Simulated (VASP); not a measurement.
Output of a VASP run:

### OSZICAR
```
       N       E                     dE             d eps       ncg     rms          rms(c)
DAV:   1     0.100797662263E+02    0.10080E+02   -0.42079E+03  8336   0.113E+03
DAV:   2    -0.150164033821E+02   -0.25096E+02   -0.23142E+02  8014   0.136E+02
DAV:   3    -0.153492322089E+02   -0.33283E+00   -0.33214E+00  8817   0.216E+01
DAV:   4    -0.153510230789E+02   -0.17909E-02   -0.17907E-02  8548   0.145E+00
DAV:   5    -0.153510414686E+02   -0.18390E-04   -0.18390E-04  8556   0.136E-01    0.148E+01
DAV:   6    -0.138293327451E+02    0.15217E+01   -0.16151E+01  8387   0.665E+01    0.577E+00
DAV:   7    -0.141242656293E+02   -0.29493E+00   -0.20866E+00 10018   0.204E+01    0.473E+00
DAV:   8    -0.141120717755E+02    0.12194E-01   -0.70802E-02  9447   0.348E+00    0.225E+00
DAV:   9    -0.141063181804E+02    0.57536E-02   -0.63246E-02  9279   0.355E+00    0.537E-01
DAV:  10    -0.141060135356E+02    0.30464E-03   -0.30350E-03  8191   0.800E-01    0.141E-01
DAV:  11    -0.141061199148E+02   -0.10638E-03   -0.82807E-04  8175   0.452E-01    0.915E-02
DAV:  12    -0.141061008835E+02    0.19031E-04   -0.10801E-04  8398   0.146E-01    0.288E-02
DAV:  13    -0.141060980065E+02    0.28770E-05   -0.19594E-05  8737   0.716E-02    0.821E-03
DAV:  14    -0.141060981110E+02   -0.10443E-06   -0.85353E-06  6625   0.363E-02
   1 F= -.11383782E+02 E0= -.11383784E+02  d E =-.113838E+02  mag=     2.1826
```

OUTCAR:
```
------------------------ aborting loop because EDIFF is reached ----------------------------------------
  FORCE on cell =-STRESS in cart. coord.  units (eV):
  Direction    XX          YY          ZZ          XY          YZ          ZX
  --------------------------------------------------------------------------------------
  Total        2.7294282      2.7294282      2.7294282     -0.0000000      0.0000000     -0.0000000
  in kB      451.1756109    451.1756109    451.1756109     -0.0000000      0.0000000     -0.0000000
  external PRESSURE =       1.1756109 kB  Pullay stress =     450.0000000 kB
  volume of cell :        9.69
      direct lattice vectors                 reciprocal lattice vectors
    -1.343153190  1.343153190  1.343153190     0.000000000  0.372258357  0.372258357
     1.343153190 -1.343153190  1.343153190     0.372258357  0.000000000  0.372258357
     1.343153190  1.343153190 -1.343153190     0.372258357  0.372258357  0.000000000
 POSITION                                       TOTAL-FORCE (eV/Angst)
 -----------------------------------------------------------------------------------
      0.00000      0.00000      0.00000        -0.000000      0.000000     -0.000000
 -----------------------------------------------------------------------------------
    total drift:                                0.000000     -0.000000      0.000000
  FREE ENERGIE OF THE ION-ELECTRON SYSTEM (eV)
  ---------------------------------------------------
  free  energy   TOTEN  =       -14.1060981110 eV

  energy  without entropy=      -14.1061028634  energy(sigma->0) =      -14.10609970
  enthalpy is  TOTEN    =       -11.3837819164 eV   P V=        2.7223161946

 total charge

# of ion       s       p       d       tot
------------------------------------------
    1        0.567   0.729   6.372   7.668

 magnetization (x)

# of ion       s       p       d       tot
------------------------------------------
    1       -0.014  -0.110   2.306   2.182

 reached required accuracy - stopping structural energy minimisation
```
(Selected blocks of OUTCAR.)

File POSCAR:
```
Fe
1
   -1.3431531904     1.3431531904     1.3431531904
    1.3431531904    -1.3431531904     1.3431531904
    1.3431531904     1.3431531904    -1.3431531904
Fe
1
Direct
  0.0000000000   0.0000000000   0.0000000000
```

Problem. Reconstruct the remaining input files.

Solution. This is not unique; one that fits is the input of the run itself, r2SCAN meta-GGA, plane waves, VASP's PBE PAW potentials (set 64).

**INCAR**
```
SYSTEM = Fe
PREC = Accurate; ENCUT = 500; LREAL = .FALSE.
LASPH = .TRUE.
EDIFF = 1E-6; NELM = 100; ALGO = Normal
LMAXMIX = 4; LMIXTAU = .TRUE.
ISMEAR = 1; SIGMA = 0.1
METAGGA = R2SCAN
ISPIN = 2; MAGMOM = 2.7
IBRION = 2; NSW = 40; ISIF = 3
EDIFFG = -0.02; PSTRESS = 450
LWAVE = .FALSE.; LCHARG = .FALSE.; LORBIT = 10
```

KPOINTS:
```
Automatic
0
G
 19 19 19
0 0 0
```

POTCAR, in this order: Fe (PBE.64 set). Program: vasp_std.

The compound is Fe in the bcc structure. It was relaxed first under an external pressure of 45 GPa.
